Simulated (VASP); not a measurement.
```xyz
8
Lattice="5.8945 0.0003 0.0003 0.0003 5.8945 0.0003 0.0003 0.0003 5.8945" Properties=species:S:1:pos:R:3 pbc="T T T"
Sn     5.8455     5.8455     5.8455
Sn     1.5233     1.5233     1.5233
Ge     2.9961     2.9961     5.8434
Ge     4.3727     4.3727     1.5254
Ge     2.9961     5.8434     2.9961
Ge     4.3727     1.5254     4.3727
Ge     5.8434     2.9961     2.9961
Ge     1.5254     4.3727     4.3727
```

These are PBEsol GGA, VASP's PBE PAW potentials (set 64) (plane waves; VASP) values and carry that method's errors. Run with 400 eV cut-off, 6×6×6 Γ-centred mesh, tetrahedra with Blöchl corrections, potentials Sn_d Ge_d.

Unless said otherwise, spin-orbit coupling is left out, though it shifts the bands of the heavy elements here.

Tabulate the total density of states (states/eV per cell) against energy (eV; zero at the valence-band maximum or, without a gap, the Fermi level).

```
E (eV) | DOS (states/eV)
    -9.97 | ############## 3.39
    -9.74 | ######## 1.90
    -9.52 | ################ 3.86
    -9.29 | ############# 3.21
    -9.06 | ######### 2.22
    -8.84 | ######### 2.07
    -8.61 | ### 0.66
    -8.38 |  0.07
    -8.15 | ## 0.59
    -7.93 | ###### 1.50
    -7.70 | ######### 2.07
    -7.47 | ########### 2.69
    -7.25 | #################### 4.73
    -7.02 | ################# 3.97
    -6.79 | ############# 3.01
    -6.57 | ####### 1.78
    -6.34 | ######## 1.99
    -6.11 | ######### 2.22
    -5.88 | ####### 1.69
    -5.66 | ###### 1.32
    -5.43 | ##### 1.13
    -5.21 | #### 0.98
    -4.98 | #### 0.85
    -4.75 | ### 0.82
    -4.52 | #### 0.88
    -4.30 | #### 0.85
    -4.07 | ### 0.79
    -3.84 | ################## 4.32
    -3.62 | ###################### 5.19
    -3.39 | ##################### 5.12
    -3.16 | ################## 4.29
    -2.94 | ############################## 7.18
    -2.71 | ######################## 5.85
    -2.48 | ####################### 5.57
    -2.25 | ############################ 6.68
    -2.03 | ######################## 5.85
    -1.80 | ############## 3.31
    -1.57 | ############# 3.04
    -1.35 | ##################### 4.96
    -1.12 | ############# 3.12
    -0.89 | ################# 4.09
    -0.67 | ########## 2.33
    -0.44 | #### 0.93
    -0.21 | ### 0.61
     0.02 | # 0.14
     0.24 | # 0.17
     0.47 | #### 0.96
     0.70 | ####### 1.61
     0.92 | ############ 2.99
     1.15 | ################### 4.63
     1.38 | ######################## 5.85
     1.60 | ###################### 5.20
     1.83 | ##################### 5.03
     2.06 | #################### 4.88
     2.29 | ################## 4.35
     2.51 | ################# 4.05
     2.74 | ############## 3.29
     2.97 | #################### 4.87
     3.19 | ########################### 6.50
     3.42 | ##################### 4.99
```
Within 2 eV below the Fermi level the largest weight inside VASP's projection spheres is Ge p, then Sn p.

The structure was generated: Sn2Ge6 was put into an ordered model structure (R-3m), which need not be its known phase. It was relaxed first.
